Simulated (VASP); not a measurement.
**Ge under a change of volume**

Wanted: the response of Ge to a change of volume, as a table, with a fit that predicts a row left out.

Main program and level: VASP 6.6.1; PBEsol; plane waves and PAW (Ge_d), in the first sound run; inputs show where later runs differ.

### 1. The structure

The structure is cubic, space group Fd-3m (No. 227). The conventional cell has a = 5.658 Å, b = 5.658 Å, c = 5.658 Å, α = 90.00°, β = 90.00°, γ = 90.00°. Ge has 4 Ge at 2.45 Å nearest.

Structure file:

```cif
data_structure
_symmetry_space_group_name_H-M 'P 1'
_symmetry_Int_Tables_number 1
_cell_length_a 4.0008
_cell_length_b 4.0008
_cell_length_c 4.0008
_cell_angle_alpha 60.000
_cell_angle_beta 60.000
_cell_angle_gamma 60.000
_cell_volume 45.28
loop_
_atom_site_label
_atom_site_type_symbol
_atom_site_fract_x
_atom_site_fract_y
_atom_site_fract_z
_atom_site_occupancy
Ge1 Ge 0.00000 0.00000 0.00000 1
Ge2 Ge 0.25000 0.25000 0.25000 1
```

### 2. Relax the crystal, PBEsol

The series starts from the cell that this level prefers, so that zero strain is near zero stress.

Level: PBEsol; plane waves and PAW (Ge_d).

Contents of INCAR:

```
SYSTEM = Ge
PREC = Accurate
ENCUT = 470
EDIFF = 1E-07
NELM = 120
ISMEAR = 0
SIGMA = 0.02
LREAL = .FALSE.
ALGO = Normal
GGA = PS
NBANDS = 20
LASPH = .TRUE.
LORBIT = 11
LWAVE = .FALSE.
LCHARG = .FALSE.
KPAR = 24
IBRION = 2
NSW = 40
ISIF = 3
EDIFFG = -0.005
POTIM = 0.4
```

Contents of POSCAR:

```
Ge
1.0
    0.0000000000      2.8290000000      2.8290000000
    2.8290000000      0.0000000000      2.8290000000
    2.8290000000      2.8290000000      0.0000000000
Ge
2
Direct
    0.0000000000      0.0000000000      0.0000000000
    0.2500000000      0.2500000000      0.2500000000
```

Contents of KPOINTS:

```
Automatic mesh
0
Gamma
9 9 9
0 0 0
```

The projector-augmented-wave data sets are Ge_d (PBE family, release 64).

The run is started by

```bash
$ mpirun -np 24 vasp_std
```

Log:

```text
[banner, memory and clock lines left out]
running   24 mpi-ranks, on    1 nodes
[...]
|                                                                             |
|           W    W    AA    RRRRR   N    N  II  N    N   GGGG   !!!           |
|           W    W   A  A   R    R  NN   N  II  NN   N  G    G  !!!           |
|           W    W  A    A  R    R  N N  N  II  N N  N  G       !!!           |
|           W WW W  AAAAAA  RRRRR   N  N N  II  N  N N  G  GGG   !            |
|           WW  WW  A    A  R   R   N   NN  II  N   NN  G    G                |
|           W    W  A    A  R    R  N    N  II  N    N   GGGG   !!!           |
|                                                                             |
|     For optimal performance we recommend to set                             |
|       NCORE = 2 up to number-of-cores-per-socket                            |
|     NCORE specifies how many cores store one orbital (NPAR=cpu/NCORE).      |
|     This setting can greatly improve the performance of VASP for DFT.       |
[...]
DAV:  12    -0.986720076850E+01    0.32581E-06   -0.11601E-06  1832   0.202E-02    0.292E-04
DAV:  13    -0.986720072506E+01    0.43444E-07   -0.25221E-08   972   0.191E-03
   1 F= -.98672007E+01 E0= -.98671766E+01  d E =-.986720E+01
[...]
N       E                     dE             d eps       ncg     rms          rms(c)
DAV:   1    -0.987787165086E+01   -0.10671E-01   -0.13955E-01  1916   0.728E+00    0.599E-01
DAV:   2    -0.987012961118E+01    0.77420E-02   -0.10020E-02  1828   0.195E+00    0.297E-01
DAV:   3    -0.986767341181E+01    0.24562E-02   -0.38716E-03  1868   0.106E+00    0.698E-02
DAV:   4    -0.986749086430E+01    0.18255E-03   -0.46365E-04  1808   0.414E-01    0.149E-02
DAV:   5    -0.986748796873E+01    0.28956E-05   -0.30941E-05  1652   0.104E-01    0.107E-02
DAV:   6    -0.986748735602E+01    0.61270E-06   -0.18381E-06  1796   0.239E-02    0.613E-04
DAV:   7    -0.986748727289E+01    0.83131E-07   -0.95221E-08   964   0.523E-03
   2 F= -.98674873E+01 E0= -.98674661E+01  d E =-.286548E-03
 trial-energy change:   -0.000287  1 .order   -0.000299   -0.000583   -0.000016
 step:   1.0321(harm=  1.0277)  dis= 0.00000  next Energy=    -9.867488 (dE=-0.287E-03)
 reached required accuracy - stopping structural energy minimisation
```

It took 12 s on 24 MPI ranks of AMD EPYC 7R43, shared host; peak memory 3.7 GiB.

Lines that name or quote the potential files are left out of all logs, and their timing lines are given in words.

Parts of OUTCAR (step 2):

```text
  Total        0.0027004      0.0027004      0.0027004      0.0000000      0.0000000     -0.0000000
  in kB        0.0949917      0.0949917      0.0949917      0.0000000      0.0000000     -0.0000000
  external PRESSURE =       0.0949917 kB  Pullay stress =       0.0000000 kB

 POSITION                                       TOTAL-FORCE (eV/Angst)
 -----------------------------------------------------------------------------------
      0.00000      0.00000      0.00000        -0.000000     -0.000000     -0.000000
      1.41724      1.41724      1.41724         0.000000      0.000000      0.000000
 -----------------------------------------------------------------------------------
    total drift:                                0.000000      0.000000      0.000000

  FREE ENERGIE OF THE ION-ELECTRON SYSTEM (eV)
  ---------------------------------------------------
  free  energy   TOTEN  =        -9.8674872729 eV

  energy  without entropy=       -9.8674449510  energy(sigma->0) =       -9.86746611

 reached required accuracy - stopping structural energy minimisation

[... 3 further parts left out ...]
[key lines of the parts left out:]
E-fermi :   4.8111
```

This run gave:

* energy(sigma→0) of the program: -9.8675 eV
* stress, compression positive: xx, yy, zz 0.01, 0.01, 0.01 GPa
* volume: 45.546 Å³
* ionic steps: 2

### 3. Relax at fixed volume, PBEsol

One member in full: the volume is scaled by 1.06, and the cell is held.

Level: PBEsol; plane waves and PAW (Ge_d).

Edit INCAR of step 2 so:

```diff
@@ -15,7 +15,8 @@
 LCHARG = .FALSE.
-KPAR = 24
+KPAR = 6
 IBRION = 2
 NSW = 40
-ISIF = 3
-EDIFFG = -0.005
+ISIF = 2
+EDIFFG = -0.004
 POTIM = 0.4
+MAXMIX = 40
```

Contents of POSCAR:

```
Ge
1.0
    0.0000000000      2.8900694486      2.8900694486
    2.8900694486      0.0000000000      2.8900694486
    2.8900694486      2.8900694486      0.0000000000
Ge
2
Direct
    0.0000000000      0.0000000000      0.0000000000
    0.2500000000      0.2500000000      0.2500000000
```

KPOINTS is that of step 2.

The run is started by

```bash
$ mpirun -np 6 vasp_std
```

Log:

```text
[banner, memory and clock lines left out]
running    6 mpi-ranks, on    1 nodes
[...]
[... a notice as in an earlier step ...]

 [... a notice as in an earlier step ...]

 LDA part: xc-table for (Slater+PW92), standard interpolation
 POSCAR, INCAR and KPOINTS ok, starting setup
[...]
entering main loop
       N       E                     dE             d eps       ncg     rms          rms(c)
DAV:   1     0.175793159965E+03    0.17579E+03   -0.14080E+04  1476   0.355E+03
DAV:   2     0.150274341527E+02   -0.16077E+03   -0.15719E+03  1400   0.570E+02
DAV:   3    -0.918372785553E+01   -0.24211E+02   -0.24037E+02  1592   0.141E+02
DAV:   4    -0.995297891302E+01   -0.76925E+00   -0.76855E+00  1580   0.296E+01
[...]
DAV:  11    -0.983999979160E+01   -0.98108E-06   -0.70045E-06  1884   0.427E-02    0.186E-03
DAV:  12    -0.983999944095E+01    0.35065E-06   -0.12663E-06  1808   0.211E-02    0.309E-04
DAV:  13    -0.983999939962E+01    0.41333E-07   -0.27982E-08   996   0.195E-03
   1 F= -.98399994E+01 E0= -.98399500E+01  d E =-.984000E+01
[...]
reached required accuracy - stopping structural energy minimisation
```

The job ended after 13 s (6 MPI ranks; peak memory 0.85 GiB; 75 s of CPU time).

From OUTCAR (step 3):

```text
  Total       -1.0485876     -1.0485876     -1.0485876      0.0000000      0.0000000      0.0000000
  in kB      -34.7984952    -34.7984952    -34.7984952      0.0000000      0.0000000      0.0000000
  external PRESSURE =     -34.7984952 kB  Pullay stress =       0.0000000 kB

 POSITION                                       TOTAL-FORCE (eV/Angst)
 -----------------------------------------------------------------------------------
      0.00000      0.00000      0.00000        -0.000000     -0.000000      0.000000
      1.44503      1.44503      1.44503         0.000000      0.000000     -0.000000
 -----------------------------------------------------------------------------------
    total drift:                                0.000000      0.000000      0.000000

  FREE ENERGIE OF THE ION-ELECTRON SYSTEM (eV)
  ---------------------------------------------------
  free  energy   TOTEN  =        -9.8399993996 eV

  energy  without entropy=       -9.8399006698  energy(sigma->0) =       -9.83995003

[... 2 parts as in an earlier step ...]

[... 2 further parts left out ...]
[key lines of the parts left out:]
E-fermi :   4.2095
```

Read from the output:

| Property | Result |
| --- | --- |
| energy(sigma→0) of the program | -9.8400 eV |
| stress, compression positive | xx, yy, zz -3.48, -3.48, -3.48 GPa |
| ionic steps | 1 |

### 4. Band edges, HSE06 with spin-orbit coupling

Short lines in KPOINTS_OPT sample the zone centre, for masses, and the other valleys.

Level: HSE06, spin-orbit coupling; plane waves and PAW (Ge_d).

Contents of INCAR:

```
SYSTEM = Ge
PREC = Accurate
ENCUT = 470
EDIFF = 1E-06
NELM = 100
ISMEAR = 0
SIGMA = 0.02
LREAL = .FALSE.
ALGO = Normal
LHFCALC = .TRUE.
AEXX = 0.25
GGA = PE
HFSCREEN = 0.2
LASPH = .TRUE.
LNONCOLLINEAR = .TRUE.
MAGMOM = 0 0 0 0 0 0
NBANDS = 38
GGA_COMPAT = .FALSE.
LSORBIT = .TRUE.
PRECFOCK = Fast
LWAVE = .FALSE.
LCHARG = .FALSE.
KPAR = 6
```

POSCAR is that of step 3.

Contents of KPOINTS:

```
Automatic mesh
0
Gamma
5 5 5
0 0 0
```

Contents of KPOINTS_OPT:

```
Line mode
6
Line-mode
Reciprocal
  0.00000000   0.00000000   0.00000000
  0.02299844   0.02299844   0.00000000

  0.00000000   0.00000000   0.00000000
  0.00000000  -0.02299844  -0.02299844

  0.31000000   0.31000000   0.00000000
  0.50000000   0.50000000   0.00000000

  0.00000000   0.31000000   0.31000000
  0.00000000   0.50000000   0.50000000

  0.45000000   0.45000000   0.45000000
  0.50000000   0.50000000   0.50000000

  0.45000000   0.00000000   0.00000000
  0.50000000   0.00000000   0.00000000

  0.42500000   0.42500000   0.00000000
  0.42500000   0.44799844   0.02299844

  0.50000000   0.50000000   0.50000000
  0.48373765   0.51626235   0.50000000
```

The run is started by

```bash
$ mpirun -np 6 vasp_ncl
```

Log:

```text
[banner, memory and clock lines left out]
running    6 mpi-ranks, on    1 nodes
[...]
[... a notice as in an earlier step ...]

 LDA part: xc-table for (Slater+PW92), standard interpolation
 found WAVECAR, reading the header
 POSCAR, INCAR and KPOINTS ok, starting setup
[...]
reading WAVECAR
 the WAVECAR file was read successfully
 initial charge from wavefunction
 entering main loop
       N       E                     dE             d eps       ncg     rms          rms(c)
DAV:   1    -0.106284503770E+02   -0.10628E+02   -0.11856E+00   984   0.216E+01    0.998E-01
DAV:   2    -0.106246943304E+02    0.37560E-02   -0.67987E-02   896   0.360E+00    0.736E-01
DAV:   3    -0.106230703914E+02    0.16239E-02   -0.10160E-02   990   0.181E+00    0.506E-01
DAV:   4    -0.106228011018E+02    0.26929E-03   -0.12669E-03   828   0.585E-01    0.315E-01
[...]
DAV:   8    -0.106226525727E+02    0.54552E-05   -0.20687E-06   642   0.115E-02    0.405E-02
DAV:   9    -0.106226500076E+02    0.25651E-05   -0.75904E-07   608   0.719E-03    0.239E-02
DAV:  10    -0.106226491145E+02    0.89308E-06   -0.35466E-07   538   0.516E-03
   1 F= -.10622649E+02 E0= -.10622649E+02  d E =-.150023E-10  mag=    -0.0000    -0.0000    -0.0000
 Start KPOINTS_OPT (optional k-point list driver)
k-point batch [1-10\48]
       N       E                     dE             ncg
DAV:   1    -0.177583620474E+04   -0.18267E+04      936
DAV:   2    -0.418519646109E+04   -0.24094E+04      760
DAV:   3    -0.465272876654E+04   -0.46753E+03      874
DAV:   4    -0.468843132328E+04   -0.35703E+02      804
DAV:   5    -0.468937403547E+04   -0.94271E+00      820
DAV:   6    -0.468939840082E+04   -0.24365E-01      956
DAV:   7    -0.468939900157E+04   -0.60075E-03      876
DAV:   8    -0.468939901898E+04   -0.17412E-04      932
DAV:   9    -0.468939901923E+04   -0.24907E-06      548
[...]
k-point batch [41-48\48]
       N       E                     dE             ncg
DAV:   1     0.248187399952E+03   -0.75420E+04      706
DAV:   2    -0.179187664887E+04   -0.20401E+04      608
DAV:   3    -0.216072061275E+04   -0.36884E+03      638
DAV:   4    -0.218419659166E+04   -0.23476E+02      692
[...]
DAV:   8    -0.218476490966E+04   -0.27241E-04      792
DAV:   9    -0.218476491071E+04   -0.10524E-05      576
DAV:  10    -0.218476491077E+04   -0.64456E-07      448
```

It took 1.6 h on 6 MPI ranks; peak memory 2.4 GiB; 9.5 h of CPU time.

OUTCAR, selected parts (step 4):

```text
  LATTYP: Found a face centered cubic cell.
 ALAT       =     5.7801388972

 Subroutine GETGRP returns: Found 48 space group operations
 (whereof 24 operations were pure point group operations)

The static configuration has the point symmetry T_d .
 The point group associated with its full space group is O_h .

 Found     10 irreducible k-points:

   k-points           NKPTS =     10   k-points in BZ     NKDIM =    125   number of bands    NBANDS=     38

   dimension x,y,z NGX =    30 NGY =   30 NGZ =   30
   dimension x,y,z NGXF=    60 NGYF=   60 NGZF=   60

   ENCUT  =  470.0 eV  34.54 Ry    5.88 a.u.   7.22  7.22  7.22*2*pi/ulx,y,z

   NELECT =      28.0000    total number of electrons

  exchange ACFDT corr.  =         0.00000000  see jH, gK, PRB 81, 115126

 E-fermi :   4.2581

 k-point     1 :       0.0000    0.0000    0.0000
  band No.  band energies     occupation
    ...
     24       3.8736      1.00000
     25       4.1757      1.00000
     26       4.1757      1.00000
     27       4.1757      1.00000
     28       4.1757      1.00000
     29       4.3389      0.00000
     30       4.3389      0.00000
     31       7.1325      0.00000
     32       7.1325      0.00000
     33       7.3482      0.00000
    ...

 k-point     2 :       0.2000    0.0000    0.0000
  band No.  band energies     occupation
    ...
     24       0.1036      1.00000
     25       3.3213      1.00000
     26       3.3213      1.00000
     27       3.5164      1.00000
     28       3.5164      1.00000
     29       5.3693      0.00000
     30       5.3693      0.00000
     31       8.0757      0.00000
     32       8.0757      0.00000
     33       8.2186      0.00000
    ...

 POSITION                                       TOTAL-FORCE (eV/Angst)
 -----------------------------------------------------------------------------------
      0.00000      0.00000      0.00000        -0.000000     -0.000000      0.000000
      1.44503      1.44503      1.44503         0.000000      0.000000     -0.000000
 -----------------------------------------------------------------------------------
    total drift:                               -0.000001     -0.000000      0.000000

  FREE ENERGIE OF THE ION-ELECTRON SYSTEM (eV)
  ---------------------------------------------------
  free  energy   TOTEN  =       -10.6226491145 eV

  energy  without entropy=      -10.6226491145  energy(sigma->0) =      -10.62264911

 Spin-Orbit-Coupling matrix elements
 Ion:    1  E_soc:     -0.0163968
 Ion:    2  E_soc:     -0.0163968

[... 1 part as in an earlier step ...]

[... 7 further parts left out ...]
```

Numbers from this step:

| Item | Value |
| --- | --- |
| energy(sigma→0) of the program | -10.6226 eV |

### 5. All members

Hybrid runs start from orbitals of a short PBEsol run, not shown.

The other members went through these steps as far as the tables show, with the same cutoff and, step by step, the same mesh; 19 runs are not shown. The session took 67 core hours (wall time by ranks) on a shared machine.

```tsv
volume over the relaxed volume	volume (Å³/atom)	pressure (GPa)	energy above the unstrained row (meV/atom)
0.940	21.407	4.805	20.906
0.960	21.862	2.962	9.220
0.980	22.317	1.330	2.431
1	22.773	-0.037	0.000
1.020	23.228	-1.336	1.288
1.040	23.684	-2.476	6.103
1.060	24.139	-3.480	13.916
```

A cubic of the pressure in ln(V/V₀) through all rows has the slope −B at V₀: B = 67 GPa, and its curvature gives B′ = 5.0.

Band edges at HSE06 with spin-orbit coupling, counted from the valence-band top at Γ, spin-orbit pairs averaged, with one row partly withheld:

```tsv
volume over the relaxed volume	gap (eV)	conduction band at Γ (eV)	Δ or X valley along z (eV)	lowest conduction level at L, [111] (eV)	second valence level below the top (eV)	third valence level below the top (eV)
0.940	0.911	1.416	0.910	0.956	0.000	0.321
0.960	0.877	1.191	0.942	0.877	0.000	0.317
0.980	0.800	0.973	0.970	0.800	0.000	0.314
1	0.726	0.761	0.997	0.726	0.000	0.311
1.020	0.556	0.556	1.021	0.654	0.000	0.308
1.040	?	?	1.044	0.586	0.000	0.305
1.060	0.163	0.163	1.064	0.519	0.000	0.302
```

Conduction masses, in electron masses (the axis is [001]):

```tsv
volume over the relaxed volume	Δz mass, longitudinal	Δz mass, transverse, at 0.85 of Γ–X	L [111] mass, longitudinal	L [111] mass, transverse along [1-10]
0.940	0.849	0.179	1.602	0.088
0.960	0.875	0.181	1.598	0.087
0.980	0.874	0.182	1.575	0.085
1	0.876	0.184	1.572	0.083
1.020	0.876	0.186	1.558	0.081
1.040	0.878	0.186	1.548	0.080
1.060	0.878	0.188	1.564	0.078
```

### 6. Working out the slope

The quantity to fit is the conduction level at Γ above the mean of the three top valence levels at HSE06 with spin-orbit coupling: 1.523, 1.297, 1.078, 0.865, 0.658, 0.264 eV in the rows shown.

A least-squares parabola through the 6 rows shown, with u the logarithm of the volume ratio: E = 2.738 u² − 10.47 u + 0.8647 (eV), r.m.s. residual 8.0e-5 eV.

For the withheld row, u = 0.03922, the fit gives 0.4581 eV.

### 7. Prediction against calculation

The calculation gives 0.4581 eV, so the prediction is right to the last digit shown.

### 8. Outcome

| Item | Value |
| --- | --- |
| bulk modulus | 67 GPa |
| gap of the unstrained cell, HSE06 with spin-orbit coupling | 0.73 eV |
| dE/d ln V of the conduction level at Γ above the mean of the three top valence levels, HSE06 with spin-orbit coupling | -10.47 eV |
| error of the predicted row | 0.0 meV |

In words: The slope of the energy gives 0.17 GPa at the relaxed volume where the pressure column has -0.04 GPa, a mark of the finite basis. At HSE06 with spin-orbit coupling the lowest conduction valley is in turn Δ or X, L, Γ from the first row to the last, and the gap runs between 0.16 and 0.91 eV. At zero strain Γ and L lie only 35 meV apart here, so their order is sensitive to the level and the lattice constant. The gap at PBEsol is under 0.05 eV in some or all rows and is left out; the elastic columns come from such cells and can be uneven. Hole masses are left out throughout, since the top bands are degenerate or cross in many series; of conduction masses, those of the Γ, L and (for Si and Ge under (001) strain) Δ valleys are kept where they change by under an eighth between rows. A measured gap of unstrained Ge is 0.74 eV (arxiv:cond-mat/0503738, indirect gap, 4.2 K); the static gaps here belong to the lattice relaxed at PBEsol. HSE06 ran on a coarser mesh than the semilocal levels. Δ or X levels are the lowest on their line, refined by a parabola unless they lie at X; the gap is read from all points sampled and can differ from the lowest valley by some meV, or by tens of meV where strain moves the valence top off Γ. Temperature, zero-point motion and excitons are left out.

[Lines on the potential files, build, host, timing and source positions are cut from VASP's logs without a mark.]

[Logs are printed without paths, hosts, clocks, repeated set-up lines and the standing remarks that a program may print on its own settings, such as how far it seeks lower states.]

[Hosts, paths, dates, database ids (printed as entryN), source tags and the programs' standing remarks are cut or masked in the printed files.]

[In band tables of VASP the shares of atoms and orbitals are scaled to a sum of 1 inside the atoms' spheres.]
